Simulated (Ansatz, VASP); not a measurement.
## SnSe2 in two plane-wave programs

Aim: how closely do two programs agree when they are given the same cell, functional and k mesh? The cell is generated by rule, not measured, and may not be a known phase. The cell is taken from a series of runs on this material, whose earlier steps may have relaxed, scaled, displaced or heated it; both programs get it as it stands.

Method: plane waves, with VASP 6.6.1 beside it; single point at PBEsol, in Ansatz 0.2.0.

The structure was built from a prototype and need not be the compound's stable phase.

## (1) The starting structure

Symmetry: P4_2/nmc, No. 137, tetragonal system. The conventional cell has a = 4.777 Å, b = 4.777 Å, c = 6.756 Å, α = 90.00°, β = 90.00°, γ = 90.00°. Nearest to Sn lie 8 Se at 2.90 to 2.95 Å. Se has 4 Sn at 2.90 to 2.95 Å nearest. Farther neighbours and most contacts between anions are not listed.

## (2) Ansatz: single point, PBEsol, pair 1

Ansatz runs on its default PAW (the set named soft_2) files.

A single point gives forces, pressure and levels at one fixed geometry, so differences don't come from the geometry; what else differs is listed under the comparison.

The input, input.yaml:

```yaml
crystal:
  lattice:
    - [0.0, -3.377823094, -3.377823094]
    - [0.0, 3.377823094, -3.377823094]
    - [6.755646188, 0.0, 0.0]
  atoms:
    - { symbol: Sn, position: [0.0, 0.0, 0.0] }
    - { symbol: Sn, position: [0.5, 0.5, 0.5] }
    - { symbol: Se, position: [0.0, 0.5, 0.7559209732] }
    - { symbol: Se, position: [0.5, 0.0, 0.2440790268] }
    - { symbol: Se, position: [1.0, 0.5, 0.2559209732] }
    - { symbol: Se, position: [0.5, 0.0, 0.7440790268] }
kpoints:
  mp_grid: { grid: [8, 8, 6] }
hamiltonian:
  xc: pbesol
scf:
  occupations: { method: methfessel_paxton, width: 0.2 }
output:
  forces: true
  stress: true
  eigenvalues: true
```

On the command line:

```console
ansatz run input.yaml --threads 4 --pin off --max-ram 7168MiB --backend cpu --events-out ev --progress --plain --runs-dir out
```

Numbers of over 12 decimals in the logs are rounded to 6 here.

The log of the run:

```text
Engine: ansatz 0.2.0, aarch64-unknown-linux-gnu
Pseudopotentials: kind: paw
Pseudopotential: Sn, paw, valence charge 14, recommended cutoff 420 eV (normal), Sn.paw.azcp
Pseudopotential: Se, paw, valence charge 16, recommended cutoff 420 eV (normal), Se.paw.azcp
Functional definition: PBEsol
  exchange = pbesol_x
  correlation = pbesol_c
Crystal: 6 atoms, lattice volume = 154.160 Å³
Basis set: ecut = 420 eV, 2983 PW (Γ), exchange–correlation on 64×64×96 points (8 copies of the dense FFT grid, shifted against one another)
Bands: 56, of which v1, the nominal top of the filled ones, is band 46 counted from 1 (45 counted from 0)
Symmetry: 16 space group operations
Space group: P42/nmc (ITA 137), of the structure as read, at distance tolerance 5.4e-5 Å
k-points: 60 of 384
Non-local potential: Sn, projectors of the file, l = 0: 2, l = 1: 2, l = 2: 2, l = 3: 2
Non-local potential: Se, projectors of the file, l = 0: 2, l = 1: 2, l = 2: 3, l = 3: 1
PAW form: soft (Blöchl's): semilocal exchange-correlation on the pseudo side does not see the compensation charge
PAW frozen core: Sn, regenerated for the run's functional, and the local potential with it (the file was generated under x = pbe(κ = 0.804, μ = 0.219515), c = pbe(β = 0.066725))
PAW frozen core: Se, regenerated for the run's functional, and the local potential with it (the file was generated under x = pbe(κ = 0.804, μ = 0.219515), c = pbe(β = 0.066725))
PAW one-centre angular grid: Sn, 590 points (default); XC on 64 Gauss nodes
PAW one-centre angular grid: Se, 590 points (default); XC on 64 Gauss nodes
Initial density: superposition of atomic densities (neutral atoms: chi_scale 0, normalization atom), corrected by the library's trained network
Initial wavefunctions: pseudopotential atomic-orbital guess
Functional: x = pbesol(κ = 0.804, μ = 0.123457), c = pbesol(β = 0.046)
SCF iter   1: F=—  HF=-33595.952146 eV  |F-HF|=—  |Δ(HF+E_count)|=         —  Δρ=3.00e-3  dr2=1.42e-2  ethr=1.77e-3  ⟨swp⟩=7.4  Hψ=12983  notcnv=0
preconditioner: auto → LDOS  [metal: Δε(μ)=0.002 eV  Ē_g=15.340 eV  σ=0.200 eV  W_gap=0.01  n_scr=36 (ndim 8)  ℏωp=21.6 eV  f_vac=0.082  D(μ)=6.17/eV (n_scr^D=48)  β→1.0]
SCF iter   2: F=—  HF=-33595.948270 eV  |F-HF|=—  |Δ(HF+E_count)|=   3.88e-3  S|Δr|=    0.00e0  Δρ=9.68e-4  dr2=1.44e-3  ethr=1.55e-5  ⟨swp⟩=2.0  Hψ=6663  notcnv=0  defer=81
SCF iter   3: F=—  HF=-33595.947629 eV  |F-HF|=—  |Δ(HF+E_count)|=   6.40e-4  S|Δr|=    0.00e0  Δρ=4.52e-4  dr2=3.38e-4  ethr=1.56e-6  ⟨swp⟩=2.0  Hψ=5983  notcnv=0  defer=81
SCF iter   4: F=—  HF=-33595.947486 eV  |F-HF|=—  |Δ(HF+E_count)|=   1.44e-4  S|Δr|=    0.00e0  Δρ=1.98e-4  dr2=5.23e-5  ethr=3.67e-7  ⟨swp⟩=2.0  Hψ=5979  notcnv=0  defer=81
SCF iter   5: F=—  HF=-33595.947436 eV  |F-HF|=—  |Δ(HF+E_count)|=   5.02e-5  S|Δr|=    0.00e0  Δρ=4.17e-5  dr2=3.80e-6  ethr=5.69e-8  ⟨swp⟩=2.1  Hψ=4767  notcnv=0  defer=81
SCF iter   6: F=-33595.947435 eV  HF=-33595.947435 eV  |F-HF|=1.99e-8  |Δ(HF+E_count)|=   8.23e-7  S|Δr|=    0.00e0  Δρ=6.17e-6  dr2=6.10e-8  ethr=1.09e-10  ⟨swp⟩=8.5  Hψ=16153  notcnv=0
SCF 1 converged in 6 iterations: F = -33595.947435 eV  dr2 = 6.10e-8
  greatest PAW one-centre occupation: 1.000 electrons in one spin orbital (limit 2), on the Se atom at site 5 (counted from 0), in its partial waves of l = 2
SCF converged after 6 iterations
Stability not checked: this state was not tested for a lower state beside it, because cold or Methfessel-Paxton smearing, or corrected tetrahedra, fill the levels in a way that the test cannot read (fill_not_monotonic; see scf.lower_state_search)
Free energy (F): -33595.947435 eV
Harris-Foulkes:  -33595.947435 eV  (|F-HF|=1.99e-8)
Internal energy: -33595.947109 eV  (E = F + TS)
E sigma→0 (E₀):  -33595.947353 eV
Entropy (-TS):   -0.000326 eV (-0.054 meV/atom)
Fermi energy:    8.618668 eV
--- Per-component energies (eV) ---
  E_band       = -1712.698378
  E_kinetic    = 844.794116
  E_local      = -11503.110019  (includes V_loc(G=0)·N_el)
  E_nonlocal   = -2429.555639
  E_hartree    = 5899.129079
  E_xc         = -1170.273177
  E_vxc        = -583.948986  (∫ρ·V_xc dr)
  E_paw        = -15601.910022  (= ΣΔE_a)
  E_vpaw       = 160.860142  (= ΣTr[D̂ρ^β])
  E_aug_tail   = -0.002287  (compensation charges beyond the density's cutoff)
  E_ewald      = -9639.622641
  E_core_change = 4.603481  (= ΣΔE_core)
  E_smearing   = -0.000326  (= −TS)
  E_closure    = -0.000000  (closes the sum)
  Σ components = -33595.947435   (vs F -33595.947435, Δ=0.00e0)
--- Forces (eV/Å), atoms counted from 1 ---
  atom   1  Sn     0.00000000    -0.00000000    -0.00000000
  atom   2  Sn    -0.00000000    -0.00000000     0.00000000
  atom   3  Se     0.26616382    -0.00000000     0.00000000
  atom   4  Se    -0.26616382     0.00000000     0.00000000
  atom   5  Se     0.26616382    -0.00000000     0.00000000
  atom   6  Se    -0.26616382     0.00000000     0.00000000
  max |Σ_I F_I| component: 5.55e-17 eV/Å
--- Stress (GPa, compression-positive) ---
       -0.126206      -0.000000       0.000000
       -0.000000      -0.003250      -0.000000
        0.000000       0.000000      -0.003250
  P = ⅓ Tr σ = -0.0442 GPa (-0.442 kbar)
--- Band table (eV; the first three rows and the last of 60) ---
  k-point 0: bands = [... 42 lower, 7.1034, 7.1220, 7.3423, 8.8450, 8.8450, 9.3674, 10.5731, 10.5902, ... 6 higher]
  k-point 1: bands = [... 42 lower, 7.3130, 7.3700, 7.4046, 8.7462, 8.7462, 9.0056, 10.3713, 10.8196, ... 6 higher]
  k-point 2: bands = [... 42 lower, 7.7010, 7.7010, 7.7032, 8.1667, 8.4867, 8.4867, 10.1163, 10.6308, ... 6 higher]
  k-point 59: bands = [... 42 lower, 8.3824, 8.3824, 9.0591, 9.0591, 9.1395, 9.1395, 11.9597, 11.9597, ... 6 higher]
```

The column dr2 measures how far the density is from self-consistency, as an energy; F and HF (Harris–Foulkes) agree once it is small.

The run ends at a pressure of -0.04 GPa, with forces up to 0.27 eV/Å.

## (3) VASP: single point, PBEsol, pair 1

The same cell, functional, mesh and smearing now go to VASP, with its own data sets.

Lines of VASP's logs that name or quote its potential files are left out, and so is its time.

The input, INCAR:

```
SYSTEM = SnSe2
PREC = Accurate
ENCUT = 500
EDIFF = 1E-06
NELM = 120
ISMEAR = 1
SIGMA = 0.2
LREAL = .FALSE.
ALGO = Normal
GGA = PS
NBANDS = 32
LORBIT = 11
LWAVE = .FALSE.
LCHARG = .FALSE.
ISIF = 2
LASPH = .TRUE.
GGA_COMPAT = .FALSE.
KPAR = 2
```

The input, POSCAR:

```
SnSe2
1.0
    0.0000000000     -3.3778230940     -3.3778230940
    0.0000000000      3.3778230940     -3.3778230940
    6.7556461880      0.0000000000      0.0000000000
Sn Se
2 4
Direct
    0.0000000000      0.0000000000      0.0000000000
    0.5000000000      0.5000000000      0.5000000000
    0.0000000000      0.5000000000      0.7559209732
    0.5000000000      0.0000000000      0.2440790268
    0.0000000000      0.5000000000      0.2559209732
    0.5000000000      0.0000000000      0.7440790268
```

The input, KPOINTS:

```
Automatic mesh
0
Gamma
8 8 6
0 0 0
```

PAW data sets: Sn_d and Se (PBE family, release 64).

On the command line:

```console
mpirun -np 2 vasp_std
```

The log of the run:

```text
[banner, memory and clock lines left out]
running    2 mpi-ranks, on    1 nodes
 distrk:  each k-point on    1 cores,    2 groups
 distr:  one band on    1 cores,    1 groups

 POSCAR found type information on POSCAR SnSe
 POSCAR found :  2 types and       6 ions
|                                                                             |
|               ----> ADVICE to this user running VASP <----                  |
|                                                                             |
|     You enforced a specific xc type in the INCAR file but a different       |
|     [... a line on the potential file left out ...]
|     I HOPE YOU KNOW WHAT YOU ARE DOING!                                     |
|                                                                             |

 LDA part: xc-table for (Slater+PW92), standard interpolation
 POSCAR, INCAR and KPOINTS ok, starting setup
 FFT: planning ... GRIDC
 FFT: planning ... GRID_SOFT
 FFT: planning ... GRID
 WAVECAR not read
 entering main loop
       N       E                     dE             d eps       ncg     rms          rms(c)
DAV:   1     0.486073719999E+03    0.48607E+03   -0.23091E+04  3952   0.183E+03
DAV:   2     0.482883552429E+02   -0.43779E+03   -0.42691E+03  3936   0.496E+02
DAV:   3    -0.201601511736E+02   -0.68449E+02   -0.66989E+02  4768   0.168E+02
DAV:   4    -0.236844656125E+02   -0.35243E+01   -0.34830E+01  4392   0.404E+01
DAV:   5    -0.237992416062E+02   -0.11478E+00   -0.11467E+00  5832   0.744E+00    0.579E+00
DAV:   6    -0.235010471630E+02    0.29819E+00   -0.74002E-01  4952   0.682E+00    0.354E+00
DAV:   7    -0.234889961541E+02    0.12051E-01   -0.12620E-01  4864   0.167E+00    0.118E+00
DAV:   8    -0.234864319208E+02    0.25642E-02   -0.12317E-02  4832   0.910E-01    0.144E-01
DAV:   9    -0.234866065641E+02   -0.17464E-03   -0.97708E-04  4840   0.264E-01    0.594E-02
DAV:  10    -0.234867155774E+02   -0.10901E-03   -0.17173E-04  4872   0.706E-02    0.200E-02
DAV:  11    -0.234867275614E+02   -0.11984E-04   -0.19106E-05  4928   0.347E-02    0.710E-03
DAV:  12    -0.234867297094E+02   -0.21480E-05   -0.47109E-06  3496   0.912E-03    0.308E-03
DAV:  13    -0.234867298527E+02   -0.14332E-06   -0.32962E-07  3048   0.520E-03
   1 F= -.23486730E+02 E0= -.23486622E+02  d E =-.322069E-03
```

OUTCAR, selected parts (step 3):

```text
ion  position               nearest neighbor table
   1  0.000  0.000  0.000-   3 2.90   4 2.90   3 2.90   4 2.90   5 2.95   5 2.95   6 2.95   6 2.95

  LATTYP: Found a simple tetragonal cell.
 ALAT       =     4.7769632308
 C/A-ratio  =     1.4142135624

 Subroutine GETGRP returns: Found 16 space group operations
 (whereof  8 operations were pure point group operations)

The static configuration has the point symmetry D_2d.
 The point group associated with its full space group is D_4h.

 Found     60 irreducible k-points:

   k-points           NKPTS =     60   k-points in BZ     NKDIM =     60   number of bands    NBANDS=     32

   dimension x,y,z NGX =    36 NGY =   36 NGZ =   50
   dimension x,y,z NGXF=    72 NGYF=   72 NGZF=  100

   ENCUT  =  500.0 eV  36.75 Ry    6.06 a.u.   8.71  8.71 12.32*2*pi/ulx,y,z

   NELECT =      52.0000    total number of electrons

 k-points in reciprocal lattice and weights: Automatic mesh
   0.00000000  0.00000000  0.00000000       0.003
   0.12500000  0.00000000  0.00000000       0.010
   0.25000000  0.00000000  0.00000000       0.010
   0.37500000  0.00000000  0.00000000       0.010
   0.50000000  0.00000000  0.00000000       0.005
   0.12500000  0.12500000  0.00000000       0.010
   0.25000000  0.12500000  0.00000000       0.021
   0.37500000  0.12500000  0.00000000       0.021
   0.50000000  0.12500000  0.00000000       0.010
[...]
0.50000000  0.37500000  0.50000000       0.010
   0.50000000  0.50000000  0.50000000       0.003

 average (electrostatic) potential at core
       1-102.0315       2-102.0315       3 -53.4308       4 -53.4308       5 -53.4308
       6 -53.4308

 E-fermi :   4.6667

 k-point     1 :       0.0000    0.0000    0.0000
  band No.  band energies     occupation
    ...
     21       1.7337      2.00000
     22       3.1493      2.00000
     23       3.1493      2.00000
     24       3.1680      2.00000
     25       3.3866      2.00000
     26       4.8946     -0.06841
     27       4.8946     -0.06841
     28       5.4173     -0.00000
     29       6.6166     -0.00000
     30       6.6338     -0.00000
    ...

 k-point     2 :       0.1250    0.0000    0.0000
  band No.  band energies     occupation
    ...
     23       3.4059      2.00000
     24       3.6577      2.00000
     25       3.7473      2.00000
     26       4.3401      2.04308
     27       4.6872      0.82780
     28       5.3744     -0.00001
     29       6.6049     -0.00000
     30       6.6773     -0.00000
     31       6.8803     -0.00000
     32       7.9883     -0.00000

 k-point     3 :       0.2500    0.0000    0.0000
  band No.  band energies     occupation
    ...
     23       3.3746      2.00000
     24       3.8506      2.00000
     25       4.1748      2.00277
     26       4.3075      2.02915
     27       4.5199      1.94248
     28       5.2463     -0.00033
     29       6.8700     -0.00000
     30       6.9016     -0.00000
     31       7.6246     -0.00000
     32       8.8053      0.00000

  Total       -0.0650462      0.0551714      0.0551714     -0.0000000      0.0000000      0.0000000
  in kB       -0.6760238      0.5733952      0.5733952     -0.0000000      0.0000000      0.0000000
  external PRESSURE =       0.1569222 kB  Pullay stress =       0.0000000 kB

  energy-cutoff  :      500.00
  volume of cell :      154.16
      direct lattice vectors                 reciprocal lattice vectors
     0.000000000 -3.377823094 -3.377823094     0.000000000 -0.148024330 -0.148024330
     0.000000000  3.377823094 -3.377823094     0.000000000  0.148024330 -0.148024330
     6.755646188  0.000000000  0.000000000     0.148024330  0.000000000  0.000000000

 POSITION                                       TOTAL-FORCE (eV/Angst)
 -----------------------------------------------------------------------------------
      0.00000      0.00000      0.00000        -0.000000      0.000000     -0.000000
      3.37782      0.00000     -3.37782        -0.000000      0.000000      0.000000
      5.10673      1.68891     -1.68891         0.265889      0.000000     -0.000000
      1.64891     -1.68891     -1.68891        -0.265889     -0.000000     -0.000000
      1.72891      1.68891     -1.68891         0.265889      0.000000      0.000000
      5.02673     -1.68891     -1.68891        -0.265889     -0.000000     -0.000000
 -----------------------------------------------------------------------------------
    total drift:                                0.000000      0.000000     -0.000000

  FREE ENERGIE OF THE ION-ELECTRON SYSTEM (eV)
  ---------------------------------------------------
  free  energy   TOTEN  =       -23.4867298527 eV

  energy  without entropy=      -23.4864077842  energy(sigma->0) =      -23.48662250

 total charge
# of ion       s       p       d       tot
------------------------------------------
    1        1.248   0.785  10.041  12.074
    2        1.248   0.785  10.041  12.074
    3        1.504   2.203   0.030   3.737
    4        1.504   2.203   0.030   3.737
    5        1.504   2.203   0.030   3.737
    6        1.504   2.203   0.030   3.737
--------------------------------------------------
tot          8.511  10.383  20.201  39.095

[... 3 further parts left out ...]
```

The run ends at a pressure of 0.02 GPa, with forces up to 0.27 eV/Å.

## (4) Differences

Known differences besides the potentials themselves: the data sets hold 92 valence electrons in Ansatz (on its default PAW (the set named soft_2) files) and 52 in VASP; the cutoff is 420 eV in Ansatz and 500 eV in VASP; Ansatz makes its cores anew for this functional, VASP keeps those of its PBE data sets. Total energies have different zeros and are not compared.

Compared:

| quantity | Ansatz | VASP | difference |
| --- | --- | --- | --- |
| pressure (GPa) | -0.04 | 0.02 | -0.06 |

Forces (eV/Å; atoms numbered as in POSCAR):

| atom | Ansatz x, y, z | VASP x, y, z |
| --- | --- | --- |
| Sn1 | 0.000, 0.000, 0.000 | 0.000, 0.000, 0.000 |
| Sn2 | 0.000, 0.000, 0.000 | 0.000, 0.000, 0.000 |
| Se3 | 0.266, 0.000, 0.000 | 0.266, 0.000, 0.000 |
| Se4 | -0.266, 0.000, 0.000 | -0.266, 0.000, 0.000 |
| Se5 | 0.266, 0.000, 0.000 | 0.266, 0.000, 0.000 |
| Se6 | -0.266, 0.000, 0.000 | -0.266, 0.000, 0.000 |

The forces differ by 0.1 meV/Å r.m.s., which is 0.1 % of the r.m.s. force of 0.125 eV/Å (both taken over all components).

## (5) Ansatz: single point, PBEsol, pair 2

A single point gives forces, pressure and levels at one fixed geometry, so differences don't come from the geometry; what else differs is listed under the comparison.

The cell is taken from a series of runs on this material, whose earlier steps may have relaxed, scaled, displaced or heated it; both programs get it as it stands.

input.yaml, the sections that differ from step 2:

```yaml
crystal:
  lattice:
    - [0.0, -3.377823094, -3.377823094]
    - [0.0, 3.377823094, -3.377823094]
    - [6.755646188, 0.0, 0.0]
  atoms:
    - { symbol: Sn, position: [0.0, 0.0, 0.0] }
    - { symbol: Sn, position: [0.5, 0.5, 0.5] }
    - { symbol: Se, position: [0.0, 0.5, 0.7618419464] }
    - { symbol: Se, position: [0.5, 0.0, 0.2381580536] }
    - { symbol: Se, position: [1.0, 0.5, 0.2618419464] }
    - { symbol: Se, position: [0.5, 0.0, 0.7381580536] }
# kpoints, hamiltonian, scf, output: as in step 2
```

On the command line:

```console
ansatz run input.yaml --threads 4 --pin off --max-ram 7168MiB --backend cpu --events-out ev --progress --plain --runs-dir out
```

The log of the run:

```text
[...]
Crystal: 6 atoms, lattice volume = 154.160 Å³
Basis set: ecut = 420 eV, 2983 PW (Γ), exchange–correlation on 64×64×96 points (8 copies of the dense FFT grid, shifted against one another)
Bands: 56, of which v1, the nominal top of the filled ones, is band 46 counted from 1 (45 counted from 0)
Symmetry: 16 space group operations
[...]
k-points: 60 of 384
[...]
k-point 0: bands = [... 42 lower, 7.0656, 7.1410, 7.3393, 8.8352, 8.8352, 9.3527, 10.5691, 10.6387, ... 6 higher]
  k-point 1: bands = [... 42 lower, 7.2778, 7.3841, 7.4021, 8.7460, 8.7460, 8.9938, 10.3664, 10.8579, ... 6 higher]
  k-point 2: bands = [... 42 lower, 7.6558, 7.6558, 7.7086, 8.1603, 8.5112, 8.5112, 10.1114, 10.6293, ... 6 higher]
  k-point 59: bands = [... 42 lower, 8.3484, 8.3484, 9.0220, 9.0220, 9.1963, 9.1963, 11.9985, 11.9985, ... 6 higher]
[key lines of the parts left out:]
SCF converged after 6 iterations
Free energy (F): -33596.009492 eV
Fermi energy:    8.608576 eV
P = ⅓ Tr σ = -0.1291 GPa (-1.291 kbar)
```

The run ends at a pressure of -0.13 GPa, with forces up to 0.50 eV/Å.

(Continued in part 2 of 2.)

[Lines on the potential files, build, host, timing and source positions are cut from VASP's logs without a mark.]

[Logs are printed without paths, hosts, clocks, repeated set-up lines and the standing remarks that a program may print on its own settings, such as how far it seeks lower states.]

[Hosts, paths, dates, database ids (printed as entryN), source tags and the programs' standing remarks are cut or masked in the printed files.]
